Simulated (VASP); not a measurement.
Input:

```
Cs
1.0
   -3.07479     3.07479     3.07479
    3.07479    -3.07479     3.07479
    3.07479     3.07479    -3.07479
Cs
1
Direct
  0.00000   0.00000   0.00000
```

These are PBE GGA, VASP's PBE PAW potentials (set 64) (plane waves; VASP 6.6.1) values and carry that method's errors. Run with 480 eV cut-off, 8×8×8 Γ-centred mesh, first-order Methfessel-Paxton smearing of 0.10 eV, potentials Cs_sv.

Unless said otherwise, spin-orbit coupling is left out, though it shifts the bands of the heavy elements here.

Problem. Predict the energy per atom (σ→0), band gap (on the k-mesh) with the smallest direct gap where there is one.

Solution. 
The band gap (on the k-mesh) is none (metal, semimetal or under 0.01 eV) and the energy per atom (σ→0) is -0.844 eV/atom.

Total energies compare only between runs with the same potentials, cut-off and functional.

The compound is Cs in the bcc structure. It was relaxed first. The start is the result of an earlier pass.
